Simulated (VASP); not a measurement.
Input:

```
HfC
1.0
    0.00000     2.32000     2.32000
    2.32000     0.00000     2.32000
    2.32000     2.32000     0.00000
Hf C
1 1
Direct
  0.00000   0.00000   0.00000
  0.50000   0.50000   0.50000
```

All values below come from PBE GGA, VASP's PBE PAW potentials (set 64) (plane waves; VASP). Settings: LREAL = Auto, 520 eV cut-off, 12×12×12 Γ-centred mesh, first-order Methfessel-Paxton smearing of 0.10 eV, potentials Hf_pv C.

Problem. Give the stress tensor in GPa (positive for a compressed cell).

Solution. 
```
1.21  0.00  0.00
0.00  1.21  0.00
0.00  0.00  1.21
```
The pressure is its mean diagonal, 1.21 GPa.

The compound is HfC in the rock salt structure. The cell was not relaxed at this level. The run is one of a series of settings (LREAL = Auto against the base run), some of them coarse on purpose.
